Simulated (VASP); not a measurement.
A run of VASP 6.6.1:

The input INCAR:

```
SYSTEM = Ga11CuP12
ALGO     = Normal         ! electronic algorithm
EDIFF    = 1E-5           ! SCF threshold, eV
ENCUT    = 350            ! plane-wave cutoff, eV
GGA      = PS             ! functional
ISIF     = 2              ! what is computed and relaxed
ISMEAR   = 0              ! smearing method
ISPIN    = 2              ! spin polarisation
ISYM     = 0            
KPAR     = 2            
LASPH    = .True.         ! aspherical terms in the spheres
LCHARG   = .False.        ! write CHGCAR
LDAU     = .True.         ! DFT+U
LDAUJ    = 0 0 0        
LDAUL    = 2 -1 -1        ! shell
LDAUPRINT= 1            
LDAUTYPE = 2            
LDAUU    = 5 0 0          ! U, eV
LMAXMIX  = 4              ! l up to which the mixer works
LORBIT   = 11             ! projections on sites
LREAL    = Auto         
LWAVE    = .False.        ! write WAVECAR
MAGMOM   = 0 0 0 0 0 0 0 0 0 0 0 0 0 0 0 0 0 0 0 0 0 0 0 0 ! initial moments
NBANDS   = 129            ! bands
NELM     = 120            ! most SCF steps
NUPDOWN  = 0              ! fixed moment
PREC     = Accurate       ! precision mode
SIGMA    = 0.03           ! smearing width, eV
```

Contents of KPOINTS:

```
k-points
0
Gamma
  2 2 2
  0 0 0
```

POSCAR

```
Ga11CuP12                               
1.0
    0.0000000000      8.1757500000      8.1757500000
    5.4505000000      0.0000000000      5.4505000000
    5.4505000000      5.4505000000      0.0000000000
  Cu              Ga              P             
     1    11    12
Direct
     0.9985365811390715    0.0006550261406407    0.0013206874077931
     0.0019460405873064    0.0024892818739523    0.4975110340615031
     0.0006784374349500    0.4992132746260755    0.0019046915452284
     0.0003769875593564    0.4986322795254134    0.4990607266311593
     0.3293333867264717    0.0018280038390721    0.0028010201584559
     0.3287170009268871    0.0017708273296045    0.5027135693112896
     0.3285737942107487    0.5026755517955601    0.0018750149981345
     0.3304926501841765    0.4994170993003335    0.5021940036407014
     0.6672303057892268    0.9999638975439791    0.0039933331297154
     0.6669718586819339    0.9985379244245189    0.4990837732526233
     0.6661281126133142    0.4930532360810041    0.0053930188661806
     0.6655458647745089    0.4975455577425451    0.5028845617318241
     0.0800252334888398    0.1227182284377579    0.1212335519755435
     0.0801970593110119    0.1220725142984197    0.6366707376911324
     0.0798525762104771    0.6360411476313523    0.1225133259334056
     0.0811782447857478    0.6265311594531286    0.6260373720077936
     0.4160309705399513    0.1256830708753819    0.1259855785338191
     0.4162553802224979    0.1235348846970921    0.6262555315323117
     0.4152985559442884    0.6249084096783957    0.1261954648208143
     0.4156417301426909    0.6247618763503365    0.6254446565976109
     0.7578725160787786    0.1182159081225841    0.1242089552952163
     0.7507071085417029    0.1219662075871482    0.6270086048108165
     0.7496924434204338    0.6230567355713712    0.1270899393707215
     0.7495271606856353    0.6220698970743365    0.6282338466961916
```

Potentials or basis: VASP PAW PBE potentials, release 64 (Cu, Ga_d, P).

Command:

```bash
$ cat potpaw_PBE.64/Cu/POTCAR potpaw_PBE.64/Ga_d/POTCAR potpaw_PBE.64/P/POTCAR > POTCAR
$ mpirun -np 4 vasp_std > vasp.out
```

Hardware: 4 MPI ranks on Intel(R) Xeon(R) Platinum 8488C (Sapphire Rapids), with other jobs on the host.

Estimate the wall time of this run.

Run time: 9.4 min on 4 MPI ranks on Intel(R) Xeon(R) Platinum 8488C (Sapphire Rapids), with other jobs on the host, peak memory 0.46 GiB a rank. Counts: scf iterations 16, k points 8.
